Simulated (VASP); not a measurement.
Given:

```
CELL_PARAMETERS angstrom
     -2.08400     2.08400     4.03149
      2.08400    -2.08400     4.03149
      2.08400     2.08400    -4.03149
ATOMIC_POSITIONS crystal
  Cd 0.00000 0.00000 0.00000
  Au 0.75000 0.25000 0.50000
  Au 0.25000 0.75000 0.50000
  Au 0.50000 0.50000 0.00000
```

Calculation: PBEsol GGA, VASP's PBE PAW potentials (set 64) (plane waves; VASP). Numerical set-up: 400 eV cut-off, Gaussian smearing of 0.050 eV, potentials Cd Au.

Unless said otherwise, spin-orbit coupling is left out, though it shifts the bands of the heavy elements here.

What does the run give for the band gap (along the path) with the smallest direct gap where there is one?

| Quantity | Result |
|---|---|
| band gap (along the path) | none (metal, semimetal or under 0.01 eV) |

Total energies compare only between runs with the same potentials, cut-off and functional.

The structure comes from a computed database's CdAu3 entry (I4/mmm); how it stands against other phases isn't given here. It was relaxed first. The electron count is odd and the run is not spin-polarised, which forces a metal.
